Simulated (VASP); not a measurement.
OSZICAR of a VASP run on Cd4S2Te2 (ordered alloy cell):

**OSZICAR**
```
       N       E                     dE             d eps       ncg     rms          rms(c)
DAV:   1     0.429318522149E+03    0.42932E+03   -0.29414E+04  1548   0.122E+03
DAV:   2     0.310813896513E+00   -0.42901E+03   -0.42065E+03  1749   0.325E+02
DAV:   3    -0.255300040332E+02   -0.25841E+02   -0.25737E+02  1828   0.800E+01
DAV:   4    -0.258954049208E+02   -0.36540E+00   -0.36498E+00  1868   0.881E+00
DAV:   5    -0.258999824190E+02   -0.45775E-02   -0.45764E-02  1776   0.968E-01    0.137E+01
DAV:   6    -0.243586669276E+02    0.15413E+01   -0.38959E+00  1890   0.154E+01    0.108E+01
DAV:   7    -0.243157539808E+02    0.42913E-01   -0.13212E+00  1660   0.470E+00    0.476E+00
DAV:   8    -0.243023340506E+02    0.13420E-01   -0.20441E-01  1897   0.339E+00    0.657E-01
DAV:   9    -0.242979237627E+02    0.44103E-02   -0.39644E-02  1849   0.155E+00    0.330E-01
DAV:  10    -0.242981797478E+02   -0.25599E-03   -0.35367E-03  1681   0.301E-01    0.133E-01
DAV:  11    -0.242982021389E+02   -0.22391E-04   -0.31489E-04  1731   0.765E-02    0.660E-02
DAV:  12    -0.242982280048E+02   -0.25866E-04   -0.77665E-05  1777   0.396E-02    0.347E-02
DAV:  13    -0.242982430343E+02   -0.15030E-04   -0.17448E-05  1615   0.281E-02    0.787E-03
DAV:  14    -0.242982433321E+02   -0.29782E-06   -0.60457E-06  1615   0.185E-02
   1 F= -.24298243E+02 E0= -.24298243E+02  d E =-.242982E+02
       N       E                     dE             d eps       ncg     rms          rms(c)
DAV:   1    -0.243000445337E+02   -0.18015E-02   -0.34656E-01  1557   0.295E+00    0.280E-01
DAV:   2    -0.242989924744E+02    0.10521E-02   -0.47485E-03  1720   0.554E-01    0.931E-02
DAV:   3    -0.242988418135E+02    0.15066E-03   -0.43255E-04  1744   0.132E-01    0.795E-02
DAV:   4    -0.242988110877E+02    0.30726E-04   -0.42554E-05  1768   0.366E-02    0.197E-02
DAV:   5    -0.242988052019E+02    0.58858E-05   -0.16292E-05  1791   0.311E-02    0.107E-02
DAV:   6    -0.242988047366E+02    0.46525E-06   -0.16954E-06   868   0.922E-03
   2 F= -.24298805E+02 E0= -.24298805E+02  d E =-.561404E-03
       N       E                     dE             d eps       ncg     rms          rms(c)
DAV:   1    -0.243008064444E+02   -0.20012E-02   -0.53498E-01  1551   0.366E+00    0.349E-01
DAV:   2    -0.242991821266E+02    0.16243E-02   -0.72853E-03  1723   0.685E-01    0.114E-01
DAV:   3    -0.242989479074E+02    0.23422E-03   -0.67074E-04  1732   0.164E-01    0.979E-02
DAV:   4    -0.242989025596E+02    0.45348E-04   -0.65448E-05  1762   0.450E-02    0.245E-02
DAV:   5    -0.242988943542E+02    0.82054E-05   -0.24577E-05  1802   0.379E-02    0.134E-02
DAV:   6    -0.242988938376E+02    0.51667E-06   -0.26044E-06  1059   0.113E-02
   3 F= -.24298894E+02 E0= -.24298894E+02  d E =-.650505E-03
       N       E                     dE             d eps       ncg     rms          rms(c)
DAV:   1    -0.242991516620E+02   -0.25731E-03   -0.60445E-02  1554   0.123E+00    0.116E-01
DAV:   2    -0.242989649006E+02    0.18676E-03   -0.82533E-04  1717   0.228E-01    0.383E-02
DAV:   3    -0.242989398075E+02    0.25093E-04   -0.76605E-05  1740   0.556E-02    0.326E-02
DAV:   4    -0.242989383780E+02    0.14295E-05   -0.70335E-06  1690   0.153E-02    0.819E-03
DAV:   5    -0.242989387395E+02   -0.36145E-06   -0.27594E-06  1069   0.130E-02
   4 F= -.24298939E+02 E0= -.24298939E+02  d E =-.695407E-03
```

### Question
Which electronic solver shows in the log?

### Answer
It is blocked Davidson (ALGO = Normal, or the opening steps of other solvers). The INCAR had ALGO = Normal.

### Question
Can the final energy be trusted as converged?

### Answer
The run converged. It stopped with EDIFF = 1E-6, NELM = 100, NSW = 60 and EDIFFG = -0.02 after 4 ionic steps (PBEsol GGA, plane waves, VASP's PBE PAW potentials (set 64)).

The structure was generated: Cd4S2Te2 was put into an ordered model structure (P-4m2), which need not be its known phase. This run relaxes it. Symmetry was kept, so distortions that lower it aren't found. The start is the result of an earlier pass.
